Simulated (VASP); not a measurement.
# Si3N4: NMR shieldings, part 4 of 5

What are the shielding tensors of Si3N4? The cell has space group P6_3/m. The start is a cell from a database of measured crystal structures.

VASP 6.6.1, plane waves and PAW; the level of theory is named at each step.

So far. Step 2 (Ground state): The cell has a gap of 4.32 eV on this mesh and a pressure of +5.3 GPa, which holds the misfit of the given cell and coordinates with this functional, and any error of cutoff, mesh and data sets.

## (4) Another functional, PAW release LDA 64

This step: chemical shifts by linear response (GIPAW), LDA; plane waves and PAW (Si, N) (VASP 6.6.1).

The functional is changed, to see how much the shieldings depend on it.

Input file INCAR:

```
SYSTEM = Si3N4
PREC = Accurate
ENCUT = 520
EDIFF = 1E-08
NELM = 100
ISMEAR = 0
SIGMA = 0.01
LREAL = Auto
ALGO = Normal
GGA = CA
NBANDS = 46
LWAVE = .FALSE.
LCHARG = .FALSE.
KPAR = 4
LCHIMAG = .TRUE.
LEFG = .TRUE.
DQ = 0.001
ICHIBARE = 1
LNMR_SYM_RED = .TRUE.
```

Input file POSCAR:

```
Si3N4
1.0
    7.6044000000      0.0000000000      0.0000000000
   -3.8022000000      6.5856035805      0.0000000000
    0.0000000000      0.0000000000      2.9063000000
Si N
6 8
Direct
    0.1745570000      0.4060800000      0.7500000000
    0.4060800000      0.2315230000      0.2500000000
    0.2315230000      0.8254430000      0.7500000000
    0.8254430000      0.5939200000      0.2500000000
    0.5939200000      0.7684770000      0.7500000000
    0.7684770000      0.1745570000      0.2500000000
    0.3333333333      0.6666666667      0.7500000000
    0.6666666667      0.3333333333      0.2500000000
    0.3302400000      0.2997400000      0.7500000000
    0.2997400000      0.9695000000      0.2500000000
    0.9695000000      0.6697600000      0.7500000000
    0.6697600000      0.7002600000      0.2500000000
    0.7002600000      0.0305000000      0.7500000000
    0.0305000000      0.3302400000      0.2500000000
```

Input file KPOINTS:

```
Automatic mesh
0
Gamma
3 3 6
0 0 0
```

PAW data sets: Si and N (LDA family, release 64).

Command:

```bash
> mpirun -np 4 vasp_std
```

Output:

```text
[banner, memory and clock lines left out]
running    4 mpi-ranks, on    1 nodes
 distrk:  each k-point on    1 cores,    4 groups
 distr:  one band on    1 cores,    1 groups

 POSCAR found type information on POSCAR SiN
 POSCAR found :  2 types and      14 ions
 LDA part: xc-table for (Slater(with rela. corr.)+CA(PZ))
 , standard interpolation
 POSCAR, INCAR and KPOINTS ok, starting setup
 FFT: planning ... GRIDC
 FFT: planning ... GRID_SOFT
 FFT: planning ... GRID
 WAVECAR not read
 entering main loop
       N       E                     dE             d eps       ncg     rms          rms(c)
DAV:   1     0.263689942937E+03    0.26369E+03   -0.31795E+04  1104   0.129E+03
DAV:   2    -0.123155004503E+03   -0.38684E+03   -0.36672E+03  1416   0.261E+02
DAV:   3    -0.144368581031E+03   -0.21214E+02   -0.21063E+02  1400   0.646E+01
DAV:   4    -0.144671988808E+03   -0.30341E+00   -0.30246E+00  1384   0.822E+00
DAV:   5    -0.144679407181E+03   -0.74184E-02   -0.74112E-02  1384   0.124E+00    0.300E+01
DAV:   6    -0.127026701448E+03    0.17653E+02   -0.62308E+01  1322   0.309E+01    0.142E+01
DAV:   7    -0.126722069743E+03    0.30463E+00   -0.29727E+00  1392   0.630E+00    0.609E+00
DAV:   8    -0.126556991522E+03    0.16508E+00   -0.17677E-01  1314   0.194E+00    0.227E+00
DAV:   9    -0.126524212471E+03    0.32779E-01   -0.34674E-02  1384   0.899E-01    0.286E-01
DAV:  10    -0.126524651796E+03   -0.43933E-03   -0.31608E-03  1348   0.252E-01    0.166E-01
DAV:  11    -0.126524682830E+03   -0.31035E-04   -0.39924E-04  1296   0.999E-02    0.402E-02
DAV:  12    -0.126524683550E+03   -0.71949E-06   -0.35059E-05  1378   0.257E-02    0.170E-02
DAV:  13    -0.126524683421E+03    0.12920E-06   -0.64123E-06  1280   0.130E-02    0.416E-03
DAV:  14    -0.126524683540E+03   -0.11887E-06   -0.10924E-06  1424   0.483E-03    0.248E-03
DAV:  15    -0.126524683618E+03   -0.78464E-07   -0.52110E-07  1244   0.312E-03    0.216E-03
DAV:  16    -0.126524683617E+03    0.82218E-09   -0.34327E-08  1208   0.932E-04
ion   1
     0.0000000     0.2081757    -0.0000000     0.5362719    -0.0000000    -0.4008611
     0.0000353     0.2081757    -0.0000000     0.5362719    -0.0000000    -0.4008611
     0.0000487     0.2081757    -0.0000000     0.5362719    -0.0000000    -0.4008611
     0.0000670     0.2081757    -0.0000000     0.5362719    -0.0000000    -0.4008611
     0.0000923     0.2081757    -0.0000000     0.5362719    -0.0000000    -0.4008611

     0.0000000     1.5473014    -0.0000000     3.5645648    -0.0000000    -6.3515555
     0.0000353     1.5472989    -0.0000000     3.5645593    -0.0000000    -6.3515445
     0.0000487     1.5472974    -0.0000000     3.5645559    -0.0000000    -6.3515377
     0.0000670     1.5472949    -0.0000000     3.5645502    -0.0000000    -6.3515263
     0.0000923     1.5472908    -0.0000000     3.5645409    -0.0000000    -6.3515075

ion   2
     0.0000000     0.2430681    -0.0000000     0.5362719    -0.0000000     0.3807160
     0.0000353     0.2430681    -0.0000000     0.5362719    -0.0000000     0.3807160
     0.0000487     0.2430681    -0.0000000     0.5362719    -0.0000000     0.3807160
     0.0000670     0.2430681    -0.0000000     0.5362719    -0.0000000     0.3807160
     0.0000923     0.2430681    -0.0000000     0.5362719    -0.0000000     0.3807160

     0.0000000     4.7269577    -0.0000000     3.5645648    -0.0000000     4.5157800
     0.0000353     4.7269494    -0.0000000     3.5645593    -0.0000000     4.5157724
     0.0000487     4.7269443    -0.0000000     3.5645559    -0.0000000     4.5157677
     0.0000670     4.7269357    -0.0000000     3.5645502    -0.0000000     4.5157599
     0.0000923     4.7269215    -0.0000000     3.5645409    -0.0000000     4.5157469

ion   3
     0.0000000    -0.4512438     0.0000000     0.5362719     0.0000000     0.0201451
     0.0000353    -0.4512438     0.0000000     0.5362719     0.0000000     0.0201451
     0.0000487    -0.4512438     0.0000000     0.5362719     0.0000000     0.0201451
     0.0000670    -0.4512438     0.0000000     0.5362719     0.0000000     0.0201451
     0.0000923    -0.4512438     0.0000000     0.5362719     0.0000000     0.0201451

     0.0000000    -6.2742591     0.0000000     3.5645648     0.0000000     1.8357754
     0.0000353    -6.2742483     0.0000000     3.5645593     0.0000000     1.8357720
     0.0000487    -6.2742417     0.0000000     3.5645559     0.0000000     1.8357699
     0.0000670    -6.2742306     0.0000000     3.5645502     0.0000000     1.8357665
     0.0000923    -6.2742123     0.0000000     3.5645409     0.0000000     1.8357607

ion   4
     0.0000000     0.2081757    -0.0000000     0.5362719    -0.0000000    -0.4008611
     0.0000353     0.2081757    -0.0000000     0.5362719    -0.0000000    -0.4008611
     0.0000487     0.2081757    -0.0000000     0.5362719    -0.0000000    -0.4008611
     0.0000670     0.2081757    -0.0000000     0.5362719    -0.0000000    -0.4008611
     0.0000923     0.2081757    -0.0000000     0.5362719    -0.0000000    -0.4008611

     0.0000000     1.5473014    -0.0000000     3.5645648    -0.0000000    -6.3515555
     0.0000353     1.5472989    -0.0000000     3.5645593    -0.0000000    -6.3515445
     0.0000487     1.5472974    -0.0000000     3.5645559    -0.0000000    -6.3515377
     0.0000670     1.5472949    -0.0000000     3.5645502    -0.0000000    -6.3515263
     0.0000923     1.5472908    -0.0000000     3.5645409    -0.0000000    -6.3515075

ion   5
     0.0000000     0.2430681     0.0000000     0.5362719    -0.0000000     0.3807160
     0.0000353     0.2430681     0.0000000     0.5362719    -0.0000000     0.3807160
     0.0000487     0.2430681     0.0000000     0.5362719    -0.0000000     0.3807160
     0.0000670     0.2430681     0.0000000     0.5362719    -0.0000000     0.3807160
     0.0000923     0.2430681     0.0000000     0.5362719    -0.0000000     0.3807160

     0.0000000     4.7269577     0.0000000     3.5645648    -0.0000000     4.5157800
     0.0000353     4.7269494     0.0000000     3.5645593    -0.0000000     4.5157724
     0.0000487     4.7269443     0.0000000     3.5645559    -0.0000000     4.5157677
     0.0000670     4.7269357     0.0000000     3.5645502    -0.0000000     4.5157599
     0.0000923     4.7269215     0.0000000     3.5645409    -0.0000000     4.5157469

ion   6
     0.0000000    -0.4512438     0.0000000     0.5362719    -0.0000000     0.0201451
     0.0000353    -0.4512438     0.0000000     0.5362719    -0.0000000     0.0201451
     0.0000487    -0.4512438     0.0000000     0.5362719    -0.0000000     0.0201451
     0.0000670    -0.4512438     0.0000000     0.5362719    -0.0000000     0.0201451
[...]
DAV:   5    -0.822037475640E+02   -0.13766E-08   -0.13589E-08  1698   0.473E-04
       N       E                     dE             d eps       ncg     rms
RMM:   1    -0.219040434440E+03   -0.21904E+03   -0.41568E+02  3312   0.535E+01
RMM:   2    -0.227186453325E+03   -0.81460E+01   -0.13031E+01  3573   0.993E+00
RMM:   3    -0.227744432855E+03   -0.55798E+00   -0.72080E-01  3591   0.188E+00
RMM:   4    -0.227778048108E+03   -0.33615E-01   -0.68260E-02  3600   0.473E-01
RMM:   5    -0.227781309008E+03   -0.32609E-02   -0.53376E-03  3610   0.123E-01
RMM:   6    -0.227781602698E+03   -0.29369E-03   -0.69512E-04  3634   0.354E-02
RMM:   7    -0.227781628521E+03   -0.25823E-04   -0.36784E-05  3347   0.900E-03
RMM:   8    -0.227781630757E+03   -0.22362E-05   -0.53313E-06  2825   0.280E-03
RMM:   9    -0.227781630993E+03   -0.23629E-06   -0.36304E-07  2351   0.796E-04
RMM:  10    -0.227781631014E+03   -0.21154E-07   -0.50067E-08  2030   0.329E-04
RMM:  11    -0.227781631016E+03   -0.21049E-08   -0.30047E-09  1785   0.190E-04
BDIR= 3  IDIR= 1  IQ=  0
DAV:   1    -0.822037414100E+02   -0.82204E+02   -0.54220E-09  1344   0.371E-04
DAV:   2    -0.822037414100E+02    0.25736E-10   -0.80231E-10  1262   0.134E-04
       N       E                     dE             d eps       ncg     rms
RMM:   1    -0.219043103316E+03   -0.21904E+03   -0.41571E+02  3312   0.535E+01
RMM:   2    -0.227190307307E+03   -0.81472E+01   -0.13032E+01  3574   0.993E+00
RMM:   3    -0.227748226738E+03   -0.55792E+00   -0.72041E-01  3591   0.188E+00
RMM:   4    -0.227781811842E+03   -0.33585E-01   -0.68181E-02  3598   0.473E-01
RMM:   5    -0.227785071012E+03   -0.32592E-02   -0.53379E-03  3596   0.123E-01
RMM:   6    -0.227785364621E+03   -0.29361E-03   -0.69441E-04  3622   0.354E-02
RMM:   7    -0.227785390440E+03   -0.25819E-04   -0.36791E-05  3336   0.900E-03
RMM:   8    -0.227785392676E+03   -0.22362E-05   -0.53327E-06  2810   0.280E-03
RMM:   9    -0.227785392912E+03   -0.23611E-06   -0.36284E-07  2332   0.795E-04
RMM:  10    -0.227785392933E+03   -0.21153E-07   -0.50053E-08  2013   0.329E-04
RMM:  11    -0.227785392936E+03   -0.21032E-08   -0.30101E-09  1767   0.190E-04
BDIR= 3  IDIR= 1  IQ=  1
DAV:   1    -0.822034693280E+02   -0.82203E+02   -0.50936E-02  2140   0.893E-01
DAV:   2    -0.822037311943E+02   -0.26187E-03   -0.26187E-03  2320   0.219E-01
DAV:   3    -0.822037344373E+02   -0.32431E-05   -0.32430E-05  2434   0.241E-02
DAV:   4    -0.822037344768E+02   -0.39435E-07   -0.39436E-07  2304   0.290E-03
DAV:   5    -0.822037344778E+02   -0.10536E-08   -0.11391E-08  1714   0.460E-04
       N       E                     dE             d eps       ncg     rms
RMM:   1    -0.219044209373E+03   -0.21904E+03   -0.41573E+02  3312   0.535E+01
RMM:   2    -0.227192636632E+03   -0.81484E+01   -0.13033E+01  3574   0.993E+00
RMM:   3    -0.227750528572E+03   -0.55789E+00   -0.72002E-01  3591   0.188E+00
RMM:   4    -0.227784088487E+03   -0.33560E-01   -0.68120E-02  3600   0.473E-01
RMM:   5    -0.227787346733E+03   -0.32582E-02   -0.53396E-03  3610   0.123E-01
RMM:   6    -0.227787640311E+03   -0.29358E-03   -0.69388E-04  3634   0.354E-02
RMM:   7    -0.227787666126E+03   -0.25814E-04   -0.36783E-05  3349   0.900E-03
RMM:   8    -0.227787668362E+03   -0.22363E-05   -0.53349E-06  2826   0.280E-03
RMM:   9    -0.227787668596E+03   -0.23408E-06   -0.34358E-07  2350   0.796E-04
RMM:  10    -0.227787668619E+03   -0.22974E-07   -0.57110E-08  2033   0.336E-04
RMM:  11    -0.227787668621E+03   -0.22041E-08   -0.30120E-09  1786   0.190E-04
BDIR= 3  IDIR= 2  IQ= -1
DAV:   1    -0.822017972960E+02   -0.82202E+02   -0.50947E-02  2142   0.893E-01
DAV:   2    -0.822020587684E+02   -0.26147E-03   -0.26147E-03  2328   0.219E-01
DAV:   3    -0.822020620059E+02   -0.32375E-05   -0.32376E-05  2426   0.241E-02
DAV:   4    -0.822020620441E+02   -0.38121E-07   -0.38084E-07  2320   0.285E-03
DAV:   5    -0.822020620452E+02   -0.11398E-08   -0.11197E-08  1738   0.451E-04
       N       E                     dE             d eps       ncg     rms
RMM:   1    -0.219036424701E+03   -0.21904E+03   -0.41562E+02  3302   0.535E+01
RMM:   2    -0.227192171022E+03   -0.81557E+01   -0.13077E+01  3571   0.997E+00
RMM:   3    -0.227751837798E+03   -0.55967E+00   -0.71395E-01  3585   0.189E+00
RMM:   4    -0.227786411755E+03   -0.34574E-01   -0.70647E-02  3598   0.479E-01
RMM:   5    -0.227789785662E+03   -0.33739E-02   -0.54998E-03  3604   0.125E-01
RMM:   6    -0.227790093200E+03   -0.30754E-03   -0.74407E-04  3636   0.362E-02
RMM:   7    -0.227790119598E+03   -0.26398E-04   -0.37746E-05  3346   0.902E-03
RMM:   8    -0.227790121692E+03   -0.20947E-05   -0.48962E-06  2823   0.275E-03
RMM:   9    -0.227790121912E+03   -0.21959E-06   -0.32341E-07  2349   0.781E-04
RMM:  10    -0.227790121933E+03   -0.21450E-07   -0.56031E-08  2036   0.330E-04
RMM:  11    -0.227790121935E+03   -0.17856E-08   -0.22257E-09  1771   0.184E-04
BDIR= 3  IDIR= 2  IQ=  0
DAV:   1    -0.822037414100E+02   -0.82204E+02   -0.54222E-09  1344   0.371E-04
DAV:   2    -0.822037414101E+02   -0.95753E-10   -0.80423E-10  1262   0.134E-04
       N       E                     dE             d eps       ncg     rms
RMM:   1    -0.219033341057E+03   -0.21903E+03   -0.41561E+02  3302   0.535E+01
RMM:   2    -0.227187902513E+03   -0.81546E+01   -0.13074E+01  3571   0.997E+00
RMM:   3    -0.227747181573E+03   -0.55928E+00   -0.71346E-01  3585   0.189E+00
RMM:   4    -0.227781693522E+03   -0.34512E-01   -0.70520E-02  3596   0.479E-01
RMM:   5    -0.227785058494E+03   -0.33650E-02   -0.54848E-03  3591   0.125E-01
RMM:   6    -0.227785364731E+03   -0.30624E-03   -0.74077E-04  3624   0.361E-02
RMM:   7    -0.227785391017E+03   -0.26286E-04   -0.37634E-05  3337   0.900E-03
RMM:   8    -0.227785393099E+03   -0.20815E-05   -0.48383E-06  2808   0.275E-03
RMM:   9    -0.227785393320E+03   -0.22125E-06   -0.32738E-07  2330   0.787E-04
RMM:  10    -0.227785393342E+03   -0.21739E-07   -0.56692E-08  2022   0.332E-04
RMM:  11    -0.227785393343E+03   -0.18366E-08   -0.22811E-09  1754   0.184E-04
BDIR= 3  IDIR= 2  IQ=  1
DAV:   1    -0.822051553864E+02   -0.82205E+02   -0.50940E-02  2136   0.893E-01
DAV:   2    -0.822054167222E+02   -0.26134E-03   -0.26134E-03  2312   0.219E-01
DAV:   3    -0.822054199467E+02   -0.32244E-05   -0.32245E-05  2400   0.241E-02
DAV:   4    -0.822054199951E+02   -0.48454E-07   -0.48336E-07  2328   0.307E-03
DAV:   5    -0.822054199968E+02   -0.16709E-08   -0.16552E-08  1800   0.498E-04
       N       E                     dE             d eps       ncg     rms
RMM:   1    -0.219029234702E+03   -0.21903E+03   -0.41559E+02  3302   0.535E+01
RMM:   2    -0.227182227321E+03   -0.81530E+01   -0.13069E+01  3571   0.997E+00
RMM:   3    -0.227741046704E+03   -0.55882E+00   -0.71294E-01  3585   0.189E+00
RMM:   4    -0.227775489957E+03   -0.34443E-01   -0.70369E-02  3598   0.478E-01
RMM:   5    -0.227778845210E+03   -0.33553E-02   -0.54688E-03  3605   0.124E-01
RMM:   6    -0.227779150167E+03   -0.30496E-03   -0.73748E-04  3636   0.361E-02
RMM:   7    -0.227779176350E+03   -0.26183E-04   -0.37551E-05  3349   0.900E-03
RMM:   8    -0.227779178422E+03   -0.20727E-05   -0.48181E-06  2823   0.274E-03
RMM:   9    -0.227779178642E+03   -0.21977E-06   -0.32496E-07  2350   0.786E-04
RMM:  10    -0.227779178664E+03   -0.21555E-07   -0.56174E-08  2039   0.331E-04
RMM:  11    -0.227779178666E+03   -0.18223E-08   -0.22558E-09  1772   0.183E-04
       N       E                     dE             d eps       ncg     rms
RLQ:   1    -0.139436237452E+01   -0.13944E+01   -0.25961E+00  2836   0.390E+00
RLQ:   2    -0.142349384124E+01   -0.29131E-01   -0.50775E-02  3280   0.546E-01
RLQ:   3    -0.142551930540E+01   -0.20255E-02   -0.25035E-03  3453   0.933E-02
RLQ:   4    -0.142561900489E+01   -0.99699E-04   -0.15197E-04  3458   0.221E-02
RLQ:   5    -0.142562758251E+01   -0.85776E-05   -0.19993E-05  3158   0.615E-03
RLQ:   6    -0.142562831223E+01   -0.72972E-06   -0.11786E-06  2592   0.166E-03
RLQ:   7    -0.142562838250E+01   -0.70266E-07   -0.15163E-07  2247   0.574E-04
RLQ:   8    -0.142562839060E+01   -0.81014E-08   -0.14671E-08  1908   0.257E-04
```

It took 11 min on 4 MPI ranks of Intel Xeon 6975P-C (Granite Rapids), shared host; peak memory 2.7 GiB.

(Part 4 of 5 ends here.)

[Lines on the potential files, build, host, timing and source positions are cut from VASP's logs without a mark.]

[Logs are printed without paths, hosts, clocks, repeated set-up lines and the standing remarks that a program may print on its own settings, such as how far it seeks lower states.]

[Hosts, paths, dates, database ids (printed as entryN), source tags and the programs' standing remarks are cut or masked in the printed files.]
